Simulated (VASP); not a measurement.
Consider the following.

```
FePt
1.0
    2.72747     0.00000     0.00000
    0.00000     2.79409     0.00000
    0.00000     0.00000     3.67695
Fe Pt
1 1
Cartesian
  0.00000   0.00000   0.00000
  1.44081   1.39704   1.83848
```
Starting moments (μB, in the order of the record's atoms Fe Pt): 3.0 0.0.

The numbers are results of PBE GGA + U (Dudarev), VASP's PBE PAW potentials (set 64) (plane waves; VASP 6.6.1), not measurements. Settings: 400 eV cut-off, 12×12×9 Γ-centred mesh, first-order Methfessel-Paxton smearing of 0.10 eV, potentials Fe Pt, U − J: Fe 2.00 eV.

Problem. Give the force on each atom (eV/Å).

Solution. 
```json
[
 {"atom": "Fe1", "Fx": "0.345", "Fy": "0.000", "Fz": "0.000"},
 {"atom": "Pt2", "Fx": "-0.345", "Fy": "0.000", "Fz": "0.000"}
]
```

Problem. Give the stress tensor in GPa (positive for a compressed cell).

Solution. 
```
6.23  0.00  0.00
0.00  0.12  0.00
0.00  0.00  6.73
```
The pressure is its mean diagonal, 4.36 GPa.

The compound is FePt in the L1_0 structure. The cell was not relaxed at this level, atoms are displaced from their ideal sites. The run is one of a series of settings (LDAU = .TRUE., LDAUJ = 0 0, LDAUL = 2 -1, LDAUTYPE = 2, LDAUU = 2.0 0 against the base run), some of them coarse on purpose.
